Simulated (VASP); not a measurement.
Energy against volume of CsPbCl3 (cubic perovskite). These are rev-vdW-DF2, VASP's PBE PAW potentials (set 64) (plane waves; VASP) values and carry that method's errors.

| V (Å³/atom) | E (eV/atom) |
|---|---|
| 33.988 | -1.53533 |
| 35.072 | -1.54460 |
| 36.157 | -1.54782 |
| 37.242 | -1.54594 |
| 38.326 | -1.53976 |

### Question
Fit a third-order Birch-Murnaghan equation of state.

### Answer

```json
{
  "volume_per_atom": "36.27 Å³/atom",
  "bulk_modulus": "247 kbar",
  "pressure_derivative_of_the_bulk_modulus": "4.72",
  "lattice_constant_a": "5.660 Å"
}
```

The compound is CsPbCl3 in the cubic perovskite structure, the ideal cubic form; the compound distorts at low or room temperature. It was relaxed first.
